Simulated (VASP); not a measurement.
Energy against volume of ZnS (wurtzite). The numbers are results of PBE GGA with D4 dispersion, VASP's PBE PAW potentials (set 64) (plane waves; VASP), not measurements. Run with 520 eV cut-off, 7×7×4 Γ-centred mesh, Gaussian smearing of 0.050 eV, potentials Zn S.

Shape and ions are relaxed at each volume.

```csv
V (Å³/atom),E (eV/atom)
18.350,-3.70799
18.935,-3.72206
19.521,-3.72635
20.106,-3.72232
```

Question: Fit these four points and predict the energy of the run at 20.692 Å³/atom.

Answer: A cubic in V^(−2/3), the third-order Birch-Murnaghan form, passes through the four points with V0 = 19.51 Å³/atom and B0 = 76 GPa, and gives -3.7112 eV/atom there. The run gave -3.7112 eV/atom, +0.0 meV/atom from the fit; all five points give B0 = 76 GPa.

The compound is ZnS in the wurtzite structure, the high-temperature form. It was relaxed first.
